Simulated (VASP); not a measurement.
An input for Ansatz (written as the equivalent of a VASP run, and not itself run):

Ansatz 0.2 input:
```yaml
crystal:
  lattice:
    - [0.0000000, 2.1836664, 2.1836664]
    - [2.1836664, 0.0000000, 2.1836664]
    - [2.1836664, 2.1836664, 0.0000000]
  atoms:
    - { symbol: Al, position: [0.0000000, 0.0000000, 0.0000000] }
    - { symbol: N, position: [0.2500000, 0.2500000, 0.2500000] }
kpoints:
  mp_grid: { grid: [12, 12, 12] }
hamiltonian:
  xc: pbe
  dispersion: d4
  pseudopotentials: { kind: paw }
scf:
  occupations: { method: tetrahedron }
  max_iter: 100
output: { forces: true, stress: true, eigenvalues: true }
```

Question: Translate this input to VASP (INCAR, KPOINTS, POSCAR, choice of POTCAR).

Answer: One answer among several that fit: 
**INCAR**
```
SYSTEM  =  AlN
PREC  =  Accurate; ENCUT  =  520; LREAL  =  F
LASPH  =  T
EDIFF  =  1E-7; NELM  =  100; ALGO  =  Normal
ISMEAR  =  -5
GGA  =  PE; IVDW  =  13
ISIF  =  2
LWAVE  =  F; LCHARG  =  T; LORBIT  =  11
NEDOS  =  601
```

### KPOINTS
```
Automatic mesh
0
G
12 12 12
```

POSCAR:
```
AlN
1
    0.0000000000     2.1836664381     2.1836664381
    2.1836664381    -0.0000000000     2.1836664381
    2.1836664381     2.1836664381     0.0000000000
Al N
1 1
Direct
  0.0000000000   0.0000000000   0.0000000000
  0.2500000000   0.2500000000   0.2500000000
```

POTCAR, in this order: Al N (PBE.64 set). Program: vasp_std.

The two are equivalent in intent, not identical: each code has its own PAW files, so the cut-off isn't converted (ENCUT is set for VASP's; basis.ecutwfc is left out, and Ansatz then takes the one that its files recommend); Ansatz stops its SCF on the density residual and VASP on the energy change (EDIFF).

The compound is AlN in the zinc blende structure, a metastable form; wurtzite is the usual one. It was relaxed first.
